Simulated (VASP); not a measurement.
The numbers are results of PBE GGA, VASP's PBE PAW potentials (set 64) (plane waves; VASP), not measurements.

The input files of a VASP run:

File POSCAR:
```
CsPbBr3
6.0027690
  1.0000000568   0.0000000000   0.0000000000
  0.0000000000   1.0000000568   0.0000000000
  0.0000000000   0.0000000000   1.0000000568
Cs Pb Br
1 1 3
Cart
  0.0000000000   0.0000000000   0.0000000000
  0.5000000284   0.5000000284   0.5000000284
  0.5000000284   0.0000000000   0.5000000284
  0.0000000000   0.5000000284   0.5000000284
  0.5000000284   0.5000000284   0.0000000000
```

**INCAR**
```
SYSTEM = CsPbBr3
PREC = Accurate
ENCUT = 520
EDIFF = 1E-7
NELM = 100
ALGO = Normal
LREAL = .FALSE.
LASPH = .TRUE.
ISMEAR = 0
SIGMA = 0.05
GGA = PE
LMAXMIX = 4
LWAVE = .FALSE.
LCHARG = .FALSE.
ISIF = 2
```

### KPOINTS
```
Automatic mesh
0
Gamma
4 4 4
0 0 0
```

POTCAR, in this order: Cs_sv Pb_d Br (PBE.64 set). Program: vasp_std.

Output

### OSZICAR
```
       N       E                     dE             d eps       ncg     rms          rms(c)
DAV:   1     0.395891462507E+03    0.39589E+03   -0.18690E+04   520   0.148E+03
DAV:   2     0.338774261773E+02   -0.36201E+03   -0.35320E+03   644   0.325E+02
DAV:   3    -0.145972329125E+02   -0.48475E+02   -0.48056E+02   630   0.128E+02
DAV:   4    -0.164975043502E+02   -0.19003E+01   -0.18941E+01   636   0.328E+01
DAV:   5    -0.165525503733E+02   -0.55046E-01   -0.55026E-01   662   0.488E+00    0.391E+00
DAV:   6    -0.159206512942E+02    0.63190E+00   -0.11549E+00   752   0.105E+01    0.224E+00
DAV:   7    -0.158623432858E+02    0.58308E-01   -0.57157E-01   734   0.419E+00    0.100E+00
DAV:   8    -0.158731468811E+02   -0.10804E-01   -0.68452E-02   636   0.220E+00    0.189E-01
DAV:   9    -0.158726797362E+02    0.46714E-03   -0.11529E-02   718   0.809E-01    0.105E-01
DAV:  10    -0.158730257786E+02   -0.34604E-03   -0.11378E-03   576   0.199E-01    0.437E-02
DAV:  11    -0.158731216205E+02   -0.95842E-04   -0.20402E-04   618   0.109E-01    0.852E-03
DAV:  12    -0.158731223421E+02   -0.72158E-06   -0.29504E-05   740   0.552E-02    0.601E-03
DAV:  13    -0.158731224311E+02   -0.89029E-07   -0.29022E-06   696   0.124E-02    0.288E-03
DAV:  14    -0.158731226077E+02   -0.17661E-06   -0.63578E-07   648   0.738E-03    0.573E-04
DAV:  15    -0.158731226543E+02   -0.46570E-07   -0.21607E-08   362   0.132E-03
   1 F= -.15873123E+02 E0= -.15873123E+02  d E =-.232234E-12
```

OUTCAR:
```
------------------------ aborting loop because EDIFF is reached ----------------------------------------
  FORCE on cell =-STRESS in cart. coord.  units (eV):
  Direction    XX          YY          ZZ          XY          YZ          ZX
  --------------------------------------------------------------------------------------
  Total        0.0872463      0.0872463      0.0872463     -0.0000000     -0.0000000     -0.0000000
  in kB        0.6462531      0.6462531      0.6462531     -0.0000000     -0.0000000     -0.0000000
  external PRESSURE =       0.6462531 kB  Pullay stress =       0.0000000 kB
  volume of cell :      216.30
      direct lattice vectors                 reciprocal lattice vectors
     6.002769341  0.000000000  0.000000000     0.166589776  0.000000000  0.000000000
     0.000000000  6.002769341  0.000000000     0.000000000  0.166589776  0.000000000
     0.000000000  0.000000000  6.002769341     0.000000000  0.000000000  0.166589776
 POSITION                                       TOTAL-FORCE (eV/Angst)
 -----------------------------------------------------------------------------------
      0.00000      0.00000      0.00000         0.000000      0.000000      0.000000
      3.00138      3.00138      3.00138         0.000000      0.000000      0.000000
      3.00138      0.00000      3.00138         0.000000      0.000000      0.000000
      0.00000      3.00138      3.00138         0.000000      0.000000      0.000000
      3.00138      3.00138      0.00000         0.000000      0.000000      0.000000
 -----------------------------------------------------------------------------------
    total drift:                                0.000000     -0.000000     -0.000000
  FREE ENERGIE OF THE ION-ELECTRON SYSTEM (eV)
  ---------------------------------------------------
  free  energy   TOTEN  =       -15.8731226543 eV

  energy  without entropy=      -15.8731226543  energy(sigma->0) =      -15.87312265
```
(Selected blocks of OUTCAR.)

File OUTCAR:
```
 val. band max:        0.5673298378   @ k =   0.5000   0.5000   0.5000

 cond. band min:       2.3478058627   @ k =   0.5000   0.5000   0.5000


 Fermi energy:         0.7984361520

 k-point     1 :       0.0000    0.0000    0.0000
  band No.  band energies     occupation
      1     -20.6427      2.00000
      2     -16.0777      2.00000
      3     -16.0777      2.00000
      4     -15.9712      2.00000
      5     -15.9712      2.00000
      6     -15.9712      2.00000
      7     -13.6992      2.00000
      8     -13.1319      2.00000
      9     -13.1319      2.00000
     10      -7.4238      2.00000
     11      -7.4238      2.00000
     12      -7.4238      2.00000
     13      -6.2606      2.00000
     14      -3.1868      2.00000
     15      -3.1868      2.00000
     16      -3.1868      2.00000
     17      -1.1558      2.00000
     18      -1.1558      2.00000
     19      -1.1558      2.00000
     20      -1.0676      2.00000
     21      -1.0676      2.00000
     22      -1.0676      2.00000
     23       3.8670      0.00000
     24       5.0700      0.00000
     25       5.0700      0.00000
     26       5.8009      0.00000

 k-point     2 :       0.2500    0.0000    0.0000
  band No.  band energies     occupation
      1     -20.6424      2.00000
      2     -16.0776      2.00000
      3     -16.0567      2.00000
      4     -15.9715      2.00000
      5     -15.9715      2.00000
      6     -15.9712      2.00000
      7     -13.6418      2.00000
      8     -13.2265      2.00000
      9     -13.1312      2.00000
     10      -7.4211      2.00000
     11      -7.4197      2.00000
     12      -7.4197      2.00000
     13      -6.6124      2.00000
     14      -3.1437      2.00000
     15      -3.1437      2.00000
     16      -2.3541      2.00000
     17      -1.2171      2.00000
     18      -1.2171      2.00000
     19      -1.2115      2.00000
     20      -1.1154      2.00000
     21      -1.1154      2.00000
     22      -1.0682      2.00000
...
```

Unless said otherwise, spin-orbit coupling is left out, though it shifts the bands of the heavy elements here.

The compound is CsPbBr3 in the cubic perovskite structure, the ideal cubic form; the compound distorts at low or room temperature. It was relaxed first, which changed the volume by +7 %.
